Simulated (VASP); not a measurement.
Calculation: optB88-vdW, VASP's PBE PAW potentials (set 64) (plane waves; VASP 6.6.1).

VASP ran on this input.

File KPOINTS:
```
Automatic mesh
0
Gamma
9 9 5
0 0 0
```

POSCAR:
```
GaN
1
    1.6061609507    -2.7819523328     0.0000000000
    1.6061609507     2.7819523328     0.0000000000
    0.0000000000     0.0000000000     5.2329037651
Ga N
2 2
Direct
  0.6666670000   0.3333330000   0.5001405845
  0.3333330000   0.6666670000   0.0001405845
  0.6666670000   0.3333330000   0.8768594155
  0.3333330000   0.6666670000   0.3768594155
```

INCAR:
```
SYSTEM = GaN
PREC = Accurate
ENCUT = 520
EDIFF = 1E-7
NELM = 100
ALGO = Normal
LREAL = .FALSE.
LASPH = .TRUE.
ISMEAR = -5
GGA = BO
PARAM1 = 0.1833333333
PARAM2 = 0.22
LUSE_VDW = .TRUE.
AGGAC = 0.0
LMAXMIX = 4
LWAVE = .FALSE.
LCHARG = .TRUE.
LORBIT = 11
NEDOS = 601
ISIF = 2
LEFG = .TRUE.
```

POTCAR, in this order: Ga_d N (PBE.64 set). Program: vasp_std.

What VASP printed:

OSZICAR:
```
       N       E                     dE             d eps       ncg     rms          rms(c)
DAV:   1     0.287596290432E+03    0.28760E+03   -0.18712E+04  1664   0.307E+03
DAV:   2     0.161240188577E+02   -0.27147E+03   -0.26380E+03  1782   0.527E+02
DAV:   3    -0.178726704225E+02   -0.33997E+02   -0.33729E+02  1872   0.154E+02
DAV:   4    -0.192162255801E+02   -0.13436E+01   -0.13408E+01  2164   0.323E+01
DAV:   5    -0.192384049290E+02   -0.22179E-01   -0.22171E-01  1802   0.363E+00    0.114E+01
DAV:   6    -0.148097473116E+02    0.44287E+01   -0.17275E+01  2814   0.575E+01    0.307E+00
DAV:   7    -0.149306337472E+02   -0.12089E+00   -0.17962E+00  1722   0.118E+01    0.265E+00
DAV:   8    -0.149212285019E+02    0.94052E-02   -0.30178E-01  2694   0.809E+00    0.857E-01
DAV:   9    -0.148995372530E+02    0.21691E-01   -0.11803E-01  2834   0.557E+00    0.369E-01
DAV:  10    -0.149005566641E+02   -0.10194E-02   -0.59105E-03  1826   0.825E-01    0.161E-01
DAV:  11    -0.149003092417E+02    0.24742E-03   -0.17434E-03  2406   0.798E-01    0.311E-02
DAV:  12    -0.149003222426E+02   -0.13001E-04   -0.21753E-04  1736   0.109E-01    0.136E-02
DAV:  13    -0.149003215009E+02    0.74174E-06   -0.34648E-05  2306   0.137E-01    0.114E-02
DAV:  14    -0.149003209312E+02    0.56969E-06   -0.68022E-06  2768   0.540E-02    0.390E-04
DAV:  15    -0.149003209176E+02    0.13511E-07   -0.90202E-07  2402   0.997E-03
   1 F= -.14900321E+02 E0= -.14900321E+02  d E =0.000000E+00
```

**OUTCAR**
```
------------------------ aborting loop because EDIFF is reached ----------------------------------------
  FORCE on cell =-STRESS in cart. coord.  units (eV):
  Direction    XX          YY          ZZ          XY          YZ          ZX
  --------------------------------------------------------------------------------------
  Total       -0.0249912     -0.0249912      0.0681755      0.0000000      0.0000000      0.0000000
  in kB       -0.8562233     -0.8562233      2.3357550      0.0000000      0.0000000      0.0000000
  external PRESSURE =       0.2077695 kB  Pullay stress =       0.0000000 kB
  volume of cell :       46.76
      direct lattice vectors                 reciprocal lattice vectors
     1.606160951 -2.781952333  0.000000000     0.311301305 -0.179729895  0.000000000
     1.606160951  2.781952333  0.000000000     0.311301305  0.179729895  0.000000000
     0.000000000  0.000000000  5.232903765     0.000000000  0.000000000  0.191098489
  FREE ENERGIE OF THE ION-ELECTRON SYSTEM (eV)
  ---------------------------------------------------
  free  energy   TOTEN  =       -14.9003209176 eV

  energy  without entropy=      -14.9003209176  energy(sigma->0) =      -14.90032092

 total charge

# of ion       s       p       d       tot
------------------------------------------
    1        0.786   0.860  10.163  11.809
    2        0.786   0.860  10.163  11.809
    3        1.222   2.518   0.000   3.740
    4        1.222   2.518   0.000   3.740
--------------------------------------------------
tot          4.016   6.755  20.327  31.098

 Electric field gradients after diagonalization (V/A^2)
 (convention: |V_zz| > |V_xx| > |V_yy|)
----------------------------------------------------------------------
 ion       V_xx      V_yy      V_zz     asymmetry (V_yy - V_xx)/ V_zz
----------------------------------------------------------------------
   1      -2.281    -2.273     4.554       0.002
   2      -2.281    -2.273     4.554       0.002
   3      -0.365    -0.362     0.727       0.005
   4      -0.365    -0.362     0.727       0.004
```
(Selected blocks of OUTCAR.)

The compound is GaN in the wurtzite structure. It was relaxed first.
